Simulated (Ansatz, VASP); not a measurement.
## Cross-check of Ge (Germanium) between VASP and Ansatz

Wanted: the spread between two codes on one cell, functional and k mesh. The cell is taken from a series of runs on this material, whose earlier steps may have relaxed, scaled, displaced or heated it; both programs get it as it stands.

Main program and level: Ansatz 0.2.0; plane waves, with VASP 6.6.1 beside it; zone-centre phonons at PBEsol.

## Step 1: The structure

It takes space group Imma (No. 74, orthorhombic). Conventional cell: a = 3.893 Å, b = 4.019 Å, c = 5.739 Å, α = 90.00°, β = 90.00°, γ = 90.00°. Ge has 4 Ge at 2.43 to 2.45 Å nearest.

Coordinates:

```
Ge
1.0
    -0.04451    2.79723    2.86948
     2.79723   -0.04451    2.86948
     2.75273    2.75273    0.00000
Ge
2
Direct
  0.49779 0.49779 0.50221
  0.75221 0.75221 0.74779
```

## Step 2: VASP: zone-centre phonons, PBEsol

Second derivatives magnify differences that forces hide, and they need a tight electronic threshold.

Lines of VASP's logs that name or quote its potential files are left out, and so is its time.

The input, INCAR:

```
SYSTEM = Ge
PREC = Accurate
ENCUT = 500
EDIFF = 1E-08
NELM = 120
ISMEAR = 1
SIGMA = 0.2
LREAL = .FALSE.
ALGO = Normal
GGA = PS
NBANDS = 20
LORBIT = 11
LWAVE = .FALSE.
LCHARG = .FALSE.
ISIF = 2
IBRION = 8
LASPH = .TRUE.
GGA_COMPAT = .FALSE.
KPAR = 2
```

The input, POSCAR:

```
Ge
1.0
   -0.0445066764      2.7972337616      2.8694818725
    2.7972337616     -0.0445066764      2.8694818725
    2.7527270853      2.7527270853      0.0000000000
Ge
2
Direct
    0.4977896658      0.4977896658      0.5022103342
    0.7522103342      0.7522103342      0.7477896658
```

The input, KPOINTS:

```
Automatic mesh
0
Gamma
16 16 16
0 0 0
```

PAW data sets: Ge_d (PBE family, release 64).

The run is started by

```bash
$ mpirun -np 2 vasp_std
```

Numbers of over 12 decimals in the logs are rounded to 6 here.

What it wrote:

```text
[banner, memory and clock lines left out]
running    2 mpi-ranks, on    1 nodes
 distrk:  each k-point on    1 cores,    2 groups
 distr:  one band on    1 cores,    1 groups

 POSCAR found type information on POSCAR Ge
 POSCAR found :  1 types and       2 ions
|                                                                             |
|               ----> ADVICE to this user running VASP <----                  |
|                                                                             |
|     You enforced a specific xc type in the INCAR file but a different       |
|     [... a line on the potential file left out ...]
|     I HOPE YOU KNOW WHAT YOU ARE DOING!                                     |
|                                                                             |

 LDA part: xc-table for (Slater+PW92), standard interpolation
 POSCAR, INCAR and KPOINTS ok, starting setup
 FFT: planning ... GRIDC
 FFT: planning ... GRID_SOFT
 FFT: planning ... GRID
 WAVECAR not read
 entering main loop
       N       E                     dE             d eps       ncg     rms          rms(c)
DAV:   1     0.182055403654E+03    0.18206E+03   -0.14636E+04 26692   0.374E+03
DAV:   2     0.155809364960E+02   -0.16647E+03   -0.16194E+03 24892   0.585E+02
DAV:   3    -0.920746189932E+01   -0.24788E+02   -0.24612E+02 27956   0.144E+02
DAV:   4    -0.100014363597E+02   -0.79397E+00   -0.79339E+00 28092   0.304E+01
DAV:   5    -0.100144833138E+02   -0.13047E-01   -0.13047E-01 27880   0.425E+00    0.329E+00
DAV:   6    -0.990762069792E+01    0.10686E+00   -0.38119E-02 32156   0.239E+00    0.187E+00
DAV:   7    -0.985706087197E+01    0.50560E-01   -0.65142E-02 26036   0.256E+00    0.158E-01
DAV:   8    -0.985805074151E+01   -0.98987E-03   -0.70541E-03 28592   0.119E+00    0.531E-02
DAV:   9    -0.985815984197E+01   -0.10910E-03   -0.23726E-04 28404   0.211E-01    0.118E-02
DAV:  10    -0.985817247862E+01   -0.12637E-04   -0.19605E-05 31688   0.396E-02    0.539E-03
DAV:  11    -0.985817365641E+01   -0.11778E-05   -0.35525E-06 30632   0.218E-02    0.133E-03
DAV:  12    -0.985817351917E+01    0.13724E-06   -0.65560E-07 33096   0.145E-02    0.663E-04
DAV:  13    -0.985817357039E+01   -0.51220E-07   -0.85336E-08 32748   0.476E-03    0.262E-04
DAV:  14    -0.985817355057E+01    0.19823E-07   -0.10543E-08 17580   0.215E-03    0.898E-05
DAV:  15    -0.985817353766E+01    0.12908E-07   -0.21944E-09 14680   0.461E-04    0.268E-05
DAV:  16    -0.985817353708E+01    0.58571E-09   -0.24421E-10 13836   0.199E-04
   1 F= -.98581735E+01 E0= -.98582475E+01  d E =0.221831E-03
 Linear response reoptimize wavefunctions to high precision
DAV:   1    -0.985817353661E+01    0.46202E-09   -0.11317E-10 14344   0.159E-04
DAV:   2    -0.985817353661E+01    0.72760E-11   -0.18289E-11 13680   0.515E-05
 Linear response DOF=           2
 Linear response progress:
  Degree of freedom:   1/  2
       N       E                     dE             d eps       ncg     rms          rms(c)
RMM:   1    -0.186518459290E+00   -0.18652E+00    0.84887E+00 99994   0.452E+01
RMM:   2    -0.193718695798E+00   -0.72002E-02   -0.13164E-02132482   0.110E+00    0.741E-02
RMM:   3    -0.193753715982E+00   -0.35020E-04   -0.94752E-04140868   0.317E-01    0.429E-02
RMM:   4    -0.193662867561E+00    0.90848E-04   -0.60748E-05150443   0.799E-02    0.467E-03
RMM:   5    -0.193664936339E+00   -0.20688E-05   -0.39948E-06144574   0.174E-02    0.244E-03
RMM:   6    -0.193671594763E+00   -0.66584E-05   -0.44447E-07147642   0.491E-03    0.319E-04
RMM:   7    -0.193670597649E+00    0.99711E-06   -0.73444E-07151105   0.147E-03    0.190E-04
RMM:   8    -0.193669387655E+00    0.12100E-05   -0.17396E-07153693   0.538E-04    0.396E-05
RMM:   9    -0.193669304550E+00    0.83105E-07   -0.19335E-07156345   0.223E-04    0.190E-05
RMM:  10    -0.193669432925E+00   -0.12838E-06   -0.56039E-08156585   0.995E-05    0.570E-06
RMM:  11    -0.193669458752E+00   -0.25827E-07   -0.39355E-08155921   0.538E-05    0.283E-06
RMM:  12    -0.193669478025E+00   -0.19273E-07   -0.28787E-08150105   0.338E-05    0.197E-06
RMM:  13    -0.193669497683E+00   -0.19658E-07   -0.90889E-09140988   0.253E-05    0.281E-07
RMM:  14    -0.193669499474E+00   -0.17909E-08   -0.33323E-09111213   0.208E-05    0.812E-08
 first order change of Fermi-energy   0.39315E-04
 force on displaced ion       1 direction 1 : -11.288  -0.097   0.009
 Linear response progress:
  Degree of freedom:   2/  2
       N       E                     dE             d eps       ncg     rms          rms(c)
RMM:   1    -0.186723345430E+00   -0.18672E+00    0.83047E+00 29937   0.448E+01
RMM:   2    -0.193988221073E+00   -0.72649E-02   -0.13895E-02 40326   0.112E+00    0.760E-02
RMM:   3    -0.194031147916E+00   -0.42927E-04   -0.95087E-04 42877   0.316E-01    0.439E-02
RMM:   4    -0.193955061647E+00    0.76086E-04   -0.60107E-05 45570   0.789E-02    0.455E-03
RMM:   5    -0.193955818110E+00   -0.75646E-06   -0.30613E-06 43686   0.173E-02    0.236E-03
RMM:   6    -0.193960295074E+00   -0.44770E-05   -0.21128E-07 44491   0.483E-03    0.362E-04
RMM:   7    -0.193959535499E+00    0.75958E-06   -0.19398E-08 45537   0.142E-03    0.172E-04
RMM:   8    -0.193958528183E+00    0.10073E-05    0.32486E-09 46010   0.517E-04    0.430E-05
RMM:   9    -0.193958388578E+00    0.13960E-06    0.51430E-09 41861   0.230E-04    0.166E-05
RMM:  10    -0.193958508768E+00   -0.12019E-06   -0.10729E-09 45806   0.104E-04    0.634E-06
RMM:  11    -0.193958543861E+00   -0.35093E-07   -0.13311E-08 47154   0.510E-05    0.291E-06
RMM:  12    -0.193958577338E+00   -0.33477E-07   -0.86714E-09 46762   0.309E-05    0.624E-07
RMM:  13    -0.193958575927E+00    0.14111E-08   -0.26883E-09 33101   0.221E-05    0.425E-07
 first order change of Fermi-energy  -0.16367E+01
 force on displaced ion       1 direction 3 :   0.000   0.000 -11.314
 Linear response finished
```

From OUTCAR (step 2):

```text
ion  position               nearest neighbor table
   1  0.498  0.498  0.502-   2 2.43   2 2.43   2 2.45   2 2.45
   2  0.752  0.752  0.748-   1 2.43   1 2.43   1 2.45   1 2.45

  LATTYP: Found a body centered orthorhombic cell.
 ALAT       =     3.8929439775
 B/A-ratio  =     1.0323364249
 C/A-ratio  =     1.4741963352

 Subroutine GETGRP returns: Found  8 space group operations
 (whereof  4 operations were pure point group operations)

The static configuration has the point symmetry C_2v.
 The point group associated with its full space group is D_2h.

 Found    621 irreducible k-points:

   k-points           NKPTS =    621   k-points in BZ     NKDIM =    621   number of bands    NBANDS=     20

   dimension x,y,z NGX =    30 NGY =   30 NGZ =   28
   dimension x,y,z NGXF=    60 NGYF=   60 NGZF=   56

   ENCUT  =  500.0 eV  36.75 Ry    6.06 a.u.   7.31  7.31  7.10*2*pi/ulx,y,z

   NELECT =      28.0000    total number of electrons

 k-points in reciprocal lattice and weights: Automatic mesh
   0.00000000  0.00000000  0.00000000       0.000
   0.06250000 -0.00000000  0.00000000       0.001
   0.12500000 -0.00000000  0.00000000       0.001
   0.18750000  0.00000000  0.00000000       0.001
   0.25000000 -0.00000000  0.00000000       0.001
   0.31250000  0.00000000  0.00000000       0.001
   0.37500000  0.00000000  0.00000000       0.001
   0.43750000  0.00000000  0.00000000       0.001
   0.50000000 -0.00000000  0.00000000       0.000
[...]
0.25000000  0.25000000  0.50000000       0.000
  -0.25000000  0.25000000  0.50000000       0.000

 average (electrostatic) potential at core
       1 -74.0895       2 -74.0895

  Total        0.5082838      0.5082838     -0.0422794      0.5465062      0.0000000      0.0000000
  in kB       18.1399384     18.1399384     -1.5088935     19.5040432      0.0000000      0.0000000
  external PRESSURE =      11.5903278 kB  Pullay stress =       0.0000000 kB

  energy-cutoff  :      500.00
  volume of cell :       44.89
      direct lattice vectors                 reciprocal lattice vectors
    -0.044506676  2.797233762  2.869481873    -0.175948511  0.175948511  0.174247485
     2.797233762 -0.044506676  2.869481873     0.175948511 -0.175948511  0.174247485
     2.752727085  2.752727085  0.000000000     0.181638057  0.181638057 -0.174247485

 POSITION                                       TOTAL-FORCE (eV/Angst)
 -----------------------------------------------------------------------------------
      2.75273      2.75273      2.85680        -0.000000     -0.000000      0.000930
      4.12909      4.12909      4.31691         0.000000      0.000000     -0.000930
 -----------------------------------------------------------------------------------
    total drift:                                0.000000      0.000000     -0.000000

 Eigenvectors and eigenvalues of the dynamical matrix
 ----------------------------------------------------

   1 f  =    8.754598 THz    55.006762 2PiTHz  292.021958 cm-1    36.206092 meV
             X         Y         Z           dx          dy          dz
      2.752727  2.752727  2.856797    -0.500000   -0.500000    0.000000
      4.129091  4.129091  4.316908     0.500000    0.500000   -0.000000

   2 f  =    8.727026 THz    54.833523 2PiTHz  291.102260 cm-1    36.092064 meV
             X         Y         Z           dx          dy          dz
      2.752727  2.752727  2.856797    -0.000000   -0.000000   -0.707107
      4.129091  4.129091  4.316908     0.000000    0.000000    0.707107

   3 f  =    8.679408 THz    54.534329 2PiTHz  289.513887 cm-1    35.895131 meV
             X         Y         Z           dx          dy          dz
      2.752727  2.752727  2.856797     0.500000   -0.500000    0.000000
      4.129091  4.129091  4.316908    -0.500000    0.500000   -0.000000

   4 f  =    0.000000 THz     0.000000 2PiTHz    0.000002 cm-1     0.000000 meV
             X         Y         Z           dx          dy          dz
      2.752727  2.752727  2.856797     0.698176    0.111350    0.012276
      4.129091  4.129091  4.316908     0.698176    0.111350    0.012276

   5 f  =    0.000000 THz     0.000000 2PiTHz    0.000001 cm-1     0.000000 meV
             X         Y         Z           dx          dy          dz
      2.752727  2.752727  2.856797    -0.112024    0.694268    0.073772
      4.129091  4.129091  4.316908    -0.112024    0.694268    0.073772

   6 f/i=    0.000000 THz     0.000001 2PiTHz    0.000004 cm-1     0.000000 meV
             X         Y         Z           dx          dy          dz
      2.752727  2.752727  2.856797    -0.000436   -0.074785    0.703141
      4.129091  4.129091  4.316908    -0.000436   -0.074785    0.703141

 ELASTIC MODULI CONTR FROM IONIC RELAXATION (kBar)
 Direction    XX          YY          ZZ          XY          YZ          ZX
 --------------------------------------------------------------------------------
 XX          -0.3236     -0.3236     -0.7129     -8.7703      0.0000      0.0000
 YY          -0.3236     -0.3236     -0.7129     -8.7703      0.0000      0.0000
 ZZ          -0.7129     -0.7129     -1.5704    -19.3195      0.0000      0.0000
 XY          -8.7703     -8.7703    -19.3195   -237.6714      0.0000      0.0000
 YZ           0.0000      0.0000      0.0000      0.0000   -239.6224    -42.5144
 ZX           0.0000      0.0000      0.0000      0.0000    -42.5144   -228.8453
 --------------------------------------------------------------------------------
```

## Step 3: Ansatz: zone-centre phonons, PBEsol

Ansatz runs on its PAW soft_1 files.

The same cell, functional, mesh and smearing now go to Ansatz, which takes its cutoff from its data sets.

The input, input.yaml:

```yaml
crystal:
  lattice:
    - [-0.0445066764, 2.7972337616, 2.8694818725]
    - [2.7972337616, -0.0445066764, 2.8694818725]
    - [2.7527270853, 2.7527270853, 0.0]
  atoms:
    - { symbol: Ge, position: [0.4977896658, 0.4977896658, 0.5022103342] }
    - { symbol: Ge, position: [0.7522103342, 0.7522103342, 0.7477896658] }
kpoints:
  mp_grid: { grid: [16, 16, 16] }
hamiltonian:
  xc: pbesol
  pseudopotentials: { kind: paw, azcp: { folder: soft_1 }, xc_functional: pbe }
scf:
  occupations: { method: methfessel_paxton, width: 0.2 }
output:
  eigenvalues: true
phonons:
  method: dfpt
```

The run is started by

```bash
$ ansatz run input.yaml --threads 4 --pin off --max-ram 10240MiB --backend cpu --events-out ev --progress --plain --runs-dir out
```

What it wrote:

```text
zone centre: on kpoints.mp_grid the ground state, and the responses unless they are solved on pairs of k-points, stand on 1098 of the mesh's 4096 k-points, reduced under 2 symmetry operations, with k and −k counted as one. Each operation leaves every solved displacement unchanged or reverses it
Engine: ansatz 0.2.0, aarch64-unknown-linux-gnu
Pseudopotentials: kind: paw
Pseudopotential: Ge, paw, valence charge 14, recommended cutoff 420 eV (normal), soft_1/Ge.paw.azcp
Functional definition: PBEsol
  exchange = pbesol_x
  correlation = pbesol_c
Crystal: 2 atoms, lattice volume = 44.893 Å³
Basis set: ecut = 420 eV, 897 PW (Γ), exchange–correlation on 64×64×64 points (8 copies of the dense FFT grid, shifted against one another)
Bands: 18, of which v1, the nominal top of the filled ones, is band 14 counted from 1 (13 counted from 0)
Symmetry: 8 space group operations
k-points: 1098 of 4096 (irreducible under 2 space group operations, time reversal used)
Non-local potential: Ge, projectors of the file, l = 0: 2, l = 1: 2, l = 2: 3, l = 3: 1
PAW form: soft (Blöchl's): semilocal exchange-correlation on the pseudo side does not see the compensation charge
PAW frozen core: Ge, regenerated for the run's functional, and the local potential with it (the file was generated under x = pbe(κ = 0.804, μ = 0.219515), c = pbe(β = 0.066725))
PAW one-centre angular grid: Ge, 590 points (default); XC on 64 Gauss nodes
Initial density: superposition of atomic densities (chi_scale 0.1, normalization cell)
Initial wavefunctions: pseudopotential atomic-orbital guess
Functional: x = pbesol(κ = 0.804, μ = 0.123457), c = pbesol(β = 0.046)
SCF iter   1: F=—  HF=-8507.063674 eV  |F-HF|=—  |Δ(HF+E_count)|=         —  Δρ=3.57e-2  dr2=4.56e-1  ethr=3.10e-3  ⟨swp⟩=5.1  Hψ=89951  notcnv=0
preconditioner: auto → Kerker (q_TF=auto, 2.522 Å⁻¹)  [metal: Δε(μ)=0.035 eV  Ē_g=23.320 eV  σ=0.200 eV  W_gap=0.15  n_scr=14 (ndim 8)  ℏωp=29.3 eV  f_vac=0.000  D(μ)=0.03/eV (n_scr^D=0)]
SCF iter   2: F=—  HF=-8507.036202 eV  |F-HF|=—  |Δ(HF+E_count)|=   2.75e-2  S|Δr|=    0.00e0  Δρ=2.33e-2  dr2=2.27e-1  ethr=1.63e-3  ⟨swp⟩=1.0  Hψ=28548  notcnv=0
SCF iter   3: F=—  HF=-8506.990054 eV  |F-HF|=—  |Δ(HF+E_count)|=   4.61e-2  S|Δr|=    0.00e0  Δρ=3.83e-3  dr2=1.19e-2  ethr=8.11e-4  ⟨swp⟩=1.3  Hψ=20287  notcnv=0
SCF iter   4: F=—  HF=-8506.990117 eV  |F-HF|=—  |Δ(HF+E_count)|=   6.29e-5  S|Δr|=    0.00e0  Δρ=2.53e-3  dr2=4.04e-3  ethr=4.25e-5  ⟨swp⟩=2.0  Hψ=34584  notcnv=0
SCF iter   5: F=—  HF=-8506.990766 eV  |F-HF|=—  |Δ(HF+E_count)|=   6.49e-4  S|Δr|=    0.00e0  Δρ=6.26e-4  dr2=1.58e-4  ethr=1.44e-5  ⟨swp⟩=2.0  Hψ=35139  notcnv=0
SCF iter   6: F=—  HF=-8506.990879 eV  |F-HF|=—  |Δ(HF+E_count)|=   1.13e-4  S|Δr|=    0.00e0  Δρ=1.26e-4  dr2=4.80e-6  ethr=5.63e-7  ⟨swp⟩=2.0  Hψ=35186  notcnv=0
SCF iter   7: F=—  HF=-8506.990893 eV  |F-HF|=—  |Δ(HF+E_count)|=   1.39e-5  S|Δr|=    0.00e0  Δρ=2.98e-5  dr2=3.17e-7  ethr=1.71e-8  ⟨swp⟩=2.0  Hψ=35188  notcnv=0
SCF iter   8: F=—  HF=-8506.990893 eV  |F-HF|=—  |Δ(HF+E_count)|=   3.00e-7  S|Δr|=    0.00e0  Δρ=5.92e-6  dr2=2.24e-8  ethr=1.13e-9  ⟨swp⟩=2.0  Hψ=35185  notcnv=0
SCF iter   9: F=—  HF=-8506.990893 eV  |F-HF|=—  |Δ(HF+E_count)|=   2.69e-8  S|Δr|=    0.00e0  Δρ=2.28e-6  dr2=4.32e-9  ethr=8.00e-11  ⟨swp⟩=2.0  Hψ=24142  notcnv=0
SCF iter  10: F=—  HF=-8506.990893 eV  |F-HF|=—  |Δ(HF+E_count)|=   1.75e-9  S|Δr|=    0.00e0  Δρ=5.41e-7  dr2=2.07e-10  ethr=1.54e-11  ⟨swp⟩=2.0  Hψ=24171  notcnv=0
SCF iter  11: F=-8506.990893 eV  HF=-8506.990893 eV  |F-HF|=9.09e-12  |Δ(HF+E_count)|=  2.02e-10  S|Δr|=    0.00e0  Δρ=1.63e-7  dr2=7.15e-12  ethr=1.00e-12  ⟨swp⟩=4.0  Hψ=94420  notcnv=0
SCF 1 converged in 11 iterations: F = -8506.990893 eV  dr2 = 7.15e-12
  greatest PAW one-centre occupation: 0.998 electrons in one spin orbital (limit 2), on the Ge atom at site 1 (counted from 0), in its partial waves of l = 2
DFPT response loops at Γ: preconditioner auto → Kerker (q_TF=auto, 2.522 Å⁻¹) (partly filled bands, converged f_vac=0.054); β = 1.00, the filter's whole step (`scf.mixing.beta` (0.50) is not read by the response loops under this deck's `scf.mixing.preconditioner`; to damp them name `kerker` or `kerker_dos`, under which they read `scf.mixing.beta`, and type it under 1.00, their step now; both keys bind the ground state too); Broyden in place of MSR1
SCF converged after 11 iterations
Stability not checked: this state was not tested for a lower state beside it, because cold or Methfessel-Paxton smearing, or corrected tetrahedra, fill the levels in a way that the test cannot read (fill_not_monotonic; see scf.lower_state_search)
Free energy (F): -8506.990893 eV
Harris-Foulkes:  -8506.990893 eV  (|F-HF|=9.09e-12)
Internal energy: -8506.991119 eV  (E = F + TS)
E sigma→0 (E₀):  -8506.990949 eV
Entropy (-TS):   0.000226 eV (0.113 meV/atom)
Fermi energy:    8.583556 eV
Step filling:    the computed levels leave a gap of 0.0978 eV = 0.5 smearing widths at the electron count; against every level under it full and every level over it empty, smearing changes F+E_penalty+E_count by +0.091 meV and its σ→0 estimate by +0.034 meV
--- Per-component energies (eV) ---
  E_band       = -300.930283
  E_kinetic    = 186.104302
  E_local      = -4490.953031  (includes V_loc(G=0)·N_el)
  E_nonlocal   = 438.907053
  E_hartree    = 2139.516520
  E_xc         = -142.388767
  E_vxc        = -130.586665  (∫ρ·V_xc dr)
  E_paw        = -3944.839137  (= ΣΔE_a)
  E_vpaw       = -583.434989  (= ΣTr[D̂ρ^β])
  E_aug_tail   = 0.000028  (compensation charges beyond the density's cutoff)
  E_ewald      = -2695.173961
  E_core_change = 1.835876  (= ΣΔE_core)
  E_smearing   = 0.000226  (= −TS)
  E_closure    = 0.000000  (closes the sum)
  Σ components = -8506.990893   (vs F -8506.990893, Δ=0.00e0)
--- Band table (eV; the first three rows and the last of 1098) ---
  k-point 0: bands = [... 10 lower, -4.3339, 8.3774, 8.4375, 8.5382, 8.7544, 10.8638, 11.1765, 11.1801]
  k-point 1: bands = [... 10 lower, -4.2843, 7.4658, 8.3388, 8.4112, 9.3040, 11.0034, 11.2602, 11.4499]
  k-point 2: bands = [... 10 lower, -4.1364, 6.2611, 8.1043, 8.1411, 9.4423, 11.3440, 11.5344, 12.1850]
  k-point 1097: bands = [... 10 lower, -0.5598, -0.4293, 5.3334, 5.7382, 9.0523, 9.5800, 17.9671, 18.1454]
--- Phonons (Γ-DFPT): 2 representative perturbations + reference, on 1098 of 4096 k-points (Σ response iterations 6) ---
  k mesh reduced under 2 symmetry operations, with k and −k counted as one. Each operation leaves every solved displacement unchanged or reverses it
  ASR residual: 1.717e-5 → 0.000e0 eV/Å²; symmetrization residual: 2.369e-9 eV/Å²
  ASR residual per site (eV/Å²): 1.72e-5 1.72e-5
  Γ frequencies (cm⁻¹): 0.00 0.00 0.00 289.44 290.92 291.64
  non-analytic LO–TO correction: not included (Born effective charges unavailable; polar crystals: no LO–TO splitting at Γ)
```

Reading the cycles: dr2 is the Hartree energy of the density residual (eV), the measure of convergence; HF is the Harris–Foulkes estimate of the energy, which meets the free energy F at convergence.

## Step 4: Comparison

Known differences besides the potentials themselves: the cutoff is 420 eV in Ansatz and 500 eV in VASP; Ansatz makes its cores anew for this functional, VASP keeps those of its PBE data sets. Total energies have different zeros and are not compared.

Compared:

```
             quantity  Ansatz   VASP  difference
optical mode 1 (cm⁻¹)   289.4  289.5     -0.03 %
optical mode 2 (cm⁻¹)   290.9  291.1     -0.06 %
optical mode 3 (cm⁻¹)   291.6  292.0     -0.13 %
```

Modes are paired by rising frequency, not by their patterns, so a pair may set unlike modes beside each other; they are those without the splitting of longitudinal modes.

## Step 5: Outcome

```yaml
r_m_s_difference_of_the_optical_zone_centre_modes_each_program_s_sorted_by_frequency_zone_centre_phonons_pbesol: 0.25 cm⁻¹
```

What this shows: The r.m.s. difference of the optical zone-centre modes, each program's sorted by frequency is 0.25 cm⁻¹ (zone-centre phonons, PBEsol). How closely two codes agree says nothing of how well the functional describes the real material.

[Lines on the potential files, build, host, timing and source positions are cut from VASP's logs without a mark.]

[Logs are printed without paths, hosts, clocks, repeated set-up lines and the standing remarks that a program may print on its own settings, such as how far it seeks lower states.]

[Hosts, paths, dates, database ids (printed as entryN), source tags and the programs' standing remarks are cut or masked in the printed files.]
